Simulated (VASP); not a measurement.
Consider the following.

```xyz
3
Lattice="0.0000 2.7302 2.7302 2.7302 0.0000 2.7302 2.7302 2.7302 0.0000" Properties=species:S:1:pos:R:3 pbc="T T T"
Ca     0.0000     0.0000     0.0000
F      1.3651     1.3651     1.3651
F      4.0953     4.0953     4.0953
```

Method: PBE GGA, VASP's PBE PAW potentials (set 64) (plane waves; VASP). Run with 520 eV cut-off, 7×7×7 Γ-centred mesh, Gaussian smearing of 0.050 eV, potentials Ca_sv F.

**Question.** Give the stress tensor in GPa (positive for a compressed cell).

**Answer.** 
```
2.55  0.00  0.00
0.00  2.55  0.00
0.00  0.00  2.55
```
The pressure is its mean diagonal, 2.55 GPa.

The compound is CaF2 in the fluorite structure. This cell is one point of a volume scan, at 0.97 of the reference volume.
